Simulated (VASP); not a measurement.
Computed with LDA (Ceperley-Alder, Perdew-Zunger), VASP's LDA PAW potentials (set 64) (plane waves; VASP 6.6.1).

A VASP calculation is set up with these files.

### INCAR
```
! general
SYSTEM  = MoSi2
PREC    = Accurate
ENCUT   = 500
LREAL   = .False.
LASPH   = .True.

! electronic loop
EDIFF   = 1E-6
NELM    = 100
ALGO    = Normal
LMAXMIX = 4

! smearing
ISMEAR  = 1
SIGMA   = 0.1

! ions
IBRION  = 2
NSW     = 40
ISIF    = 3
EDIFFG  = -0.02

! output
LWAVE   = .False.
LCHARG  = .False.
```

KPOINTS:
```
Automatic mesh
0
Gamma
13 13 13
0 0 0
```

File POSCAR:
```
MoSi2
1
   -1.5876929135     1.5876929135     3.8916551038
    1.5876929135    -1.5876929135     3.8916551038
    1.5876929135     1.5876929135    -3.8916551038
Si Mo
2 1
Direct
  0.6648100821   0.6648100821   0.0000000000
  0.3351899179   0.3351899179   0.0000000000
  0.0000000000   0.0000000000   0.0000000000
```

POTCAR, in this order: Si Mo_sv (LDA.64 set). Program: vasp_std.

Output of the run:

### OUTCAR
```
 ion  position               nearest neighbor table
   1  0.665  0.665  0.000-   2 2.57   3 2.59   3 2.59   3 2.59   3 2.59   2 2.61   2 2.61   2 2.61
                             2 2.61   3 2.61
   2  0.335  0.335  0.000-   1 2.57   3 2.59   3 2.59   3 2.59   3 2.59   1 2.61   1 2.61   1 2.61
                             1 2.61   3 2.61
   3  0.000  0.000  0.000-   1 2.59   1 2.59   1 2.59   2 2.59   1 2.59   2 2.59   2 2.59   2 2.59
                             1 2.61   2 2.61
  LATTYP: Found a body centered tetragonal cell.
 ALAT       =     3.1753858270
 C/A-ratio  =     2.4511384227
 Subroutine PRICEL returns:
 Original cell was already a primitive cell.
 Subroutine GETGRP returns: Found 16 space group operations
The static configuration has the point symmetry D_4h.
The dynamic configuration has the point symmetry D_4h.
 Subroutine INISYM returns: Found 16 space group operations
 Subroutine IBZKPT returns following result:
 Found    196 irreducible k-points:

 Following reciprocal coordinates:
            Coordinates               Weight
  0.000000  0.000000  0.000000      1.000000
  0.076923 -0.000000  0.000000      8.000000
  0.153846  0.000000  0.000000      8.000000
  0.230769 -0.000000  0.000000      8.000000
...
```

File OSZICAR:
```
       N       E                     dE             d eps       ncg     rms          rms(c)
DAV:   1     0.126598325852E+03    0.12660E+03   -0.11110E+04  5888   0.136E+03
DAV:   2    -0.232901074442E+02   -0.14989E+03   -0.14795E+03  6937   0.349E+02
DAV:   3    -0.267159242898E+02   -0.34258E+01   -0.33633E+01  7743   0.476E+01
DAV:   4    -0.267333366359E+02   -0.17412E-01   -0.17408E-01  6839   0.398E+00
DAV:   5    -0.267334814751E+02   -0.14484E-03   -0.14483E-03  7882   0.346E-01    0.235E+01
DAV:   6    -0.259794049769E+02    0.75408E+00   -0.66221E+00  7007   0.192E+01    0.498E+00
DAV:   7    -0.258586554619E+02    0.12075E+00   -0.95049E-01  6832   0.695E+00    0.486E+00
DAV:   8    -0.258196593836E+02    0.38996E-01   -0.11772E-01  7161   0.293E+00    0.383E-01
DAV:   9    -0.258188124028E+02    0.84698E-03   -0.19341E-03  7161   0.413E-01    0.211E-01
DAV:  10    -0.258187047509E+02    0.10765E-03   -0.53899E-04  7266   0.226E-01    0.555E-02
DAV:  11    -0.258186962979E+02    0.84530E-05   -0.13066E-04  7315   0.958E-02    0.209E-02
DAV:  12    -0.258186939463E+02    0.23516E-05   -0.15269E-05  7000   0.287E-02    0.558E-03
DAV:  13    -0.258186939024E+02    0.43956E-07   -0.40766E-07  3374   0.635E-03
   1 F= -.25818694E+02 E0= -.25818654E+02  d E =-.258187E+02
       N       E                     dE             d eps       ncg     rms          rms(c)
DAV:   1    -0.258218267629E+02   -0.31328E-02   -0.74734E-02  6573   0.317E+00    0.754E-01
DAV:   2    -0.258190900292E+02    0.27367E-02   -0.27313E-02  6622   0.139E+00    0.183E-01
DAV:   3    -0.258186531228E+02    0.43691E-03   -0.22647E-03  6524   0.309E-01    0.506E-02
DAV:   4    -0.258186155516E+02    0.37571E-04   -0.20871E-04  6636   0.140E-01    0.458E-02
DAV:   5    -0.258186198808E+02   -0.43292E-05   -0.13878E-05  7525   0.342E-02    0.289E-02
DAV:   6    -0.258186194805E+02    0.40022E-06   -0.10557E-05  6608   0.175E-02    0.175E-03
DAV:   7    -0.258186194424E+02    0.38138E-07   -0.31362E-07  3143   0.432E-03
   2 F= -.25818619E+02 E0= -.25818580E+02  d E =0.744600E-04
       N       E                     dE             d eps       ncg     rms          rms(c)
DAV:   1    -0.258199333421E+02   -0.13139E-02   -0.27675E-02  6566   0.193E+00    0.465E-01
DAV:   2    -0.258189182375E+02    0.10151E-02   -0.99534E-03  6587   0.841E-01    0.113E-01
DAV:   3    -0.258187601686E+02    0.15807E-03   -0.81454E-04  6496   0.186E-01    0.315E-02
DAV:   4    -0.258187459636E+02    0.14205E-04   -0.77689E-05  6664   0.855E-02    0.290E-02
DAV:   5    -0.258187475904E+02   -0.16268E-05   -0.51059E-06  7364   0.207E-02    0.177E-02
DAV:   6    -0.258187474027E+02    0.18770E-06   -0.39774E-06  6050   0.107E-02
   3 F= -.25818747E+02 E0= -.25818708E+02  d E =-.535003E-04
```

OUTCAR:
```
------------------------ aborting loop because EDIFF is reached ----------------------------------------
  FORCE on cell =-STRESS in cart. coord.  units (eV):
  Direction    XX          YY          ZZ          XY          YZ          ZX
  --------------------------------------------------------------------------------------
  Total        0.0034226      0.0034226     -0.0191477      0.0000000      0.0000000      0.0000000
  in kB        0.1395551      0.1395551     -0.7807387      0.0000000      0.0000000      0.0000000
  external PRESSURE =      -0.1672095 kB  Pullay stress =       0.0000000 kB
  volume of cell :       39.29
      direct lattice vectors                 reciprocal lattice vectors
    -1.588540573  1.588540573  3.892821442     0.000000000  0.314754315  0.128441545
     1.588540573 -1.588540573  3.892821442     0.314754315  0.000000000  0.128441545
     1.588540573  1.588540573 -3.892821442     0.314754315  0.314754315  0.000000000
 POSITION                                       TOTAL-FORCE (eV/Angst)
 -----------------------------------------------------------------------------------
      0.00000      0.00000      5.17603         0.000000      0.000000     -0.001398
      0.00000      0.00000      2.60962         0.000000      0.000000      0.001398
      0.00000      0.00000      0.00000        -0.000000     -0.000000      0.000000
 -----------------------------------------------------------------------------------
    total drift:                                0.000000      0.000000      0.000000
  FREE ENERGIE OF THE ION-ELECTRON SYSTEM (eV)
  ---------------------------------------------------
  free  energy   TOTEN  =       -25.8187474027 eV

  energy  without entropy=      -25.8186283154  energy(sigma->0) =      -25.81870771

 reached required accuracy - stopping structural energy minimisation
```
(Selected blocks of OUTCAR.)

### CONTCAR
```
MoSi2
   1.00000000000000
    -1.5885405731925051    1.5885405731925051    3.8928214417797369
     1.5885405731925051   -1.5885405731925051    3.8928214417797369
     1.5885405731925051    1.5885405731925051   -3.8928214417797369
  Si              Mo
     2     1
Direct
     0.6648166631343488    0.6648166631343488    0.0000000000000000
     0.3351833368656511    0.3351833368656511    0.0000000000000000
     0.0000000000000000    0.0000000000000000    0.0000000000000000
```

File OUTCAR:
```
 val. band max:       12.5580843236   @ k =  -0.3077  -0.3846   0.3077

 cond. band min:      12.5941716741   @ k =   0.0769  -0.0000   0.0000


 Fermi energy:        12.5754670141

 k-point     1 :       0.0000    0.0000    0.0000
  band No.  band energies     occupation
      1     -47.7902      2.00000
      2     -22.1514      2.00000
      3     -22.0574      2.00000
      4     -22.0574      2.00000
      5      -0.9912      2.00000
      6       6.0320      2.00000
      7       9.1779      2.00000
      8       9.3554      2.00000
      9       9.8790      2.00000
     10       9.8790      2.00000
     11      12.9319     -0.00001
     12      15.7392      0.00000
     13      15.8216      0.00000
     14      16.1266      0.00000
     15      16.1266      0.00000

 k-point     2 :       0.0769   -0.0000    0.0000
  band No.  band energies     occupation
      1     -47.7890      2.00000
      2     -22.1501      2.00000
      3     -22.0741      2.00000
      4     -22.0559      2.00000
      5      -0.8811      2.00000
      6       6.0448      2.00000
      7       8.7394      2.00000
      8       9.3705      2.00000
      9       9.9517      2.00000
     10      10.1303      2.00000
     11      12.5942      0.68947
     12      15.3569      0.00000
     13      15.6115      0.00000
     14      16.0158      0.00000
     15      16.4801      0.00000

 k-point     3 :       0.1538    0.0000    0.0000
  band No.  band energies     occupation
      1     -47.7856      2.00000
      2     -22.1468      2.00000
      3     -22.1201      2.00000
      4     -22.0516      2.00000
      5      -0.5559      2.00000
      6       6.0381      2.00000
      7       8.0369      2.00000
      8       9.3595      2.00000
      9      10.1589      2.00000
     10      10.3700      2.00000
     11      11.9244      2.00000
     12      14.6244      0.00000
     13      14.9996      0.00000
     14      16.6109      0.00000
     15      16.9090      0.00000
...
```

The compound is MoSi2 in the MoSi2 type structure. This run relaxes it. Symmetry was kept, so distortions that lower it aren't found.
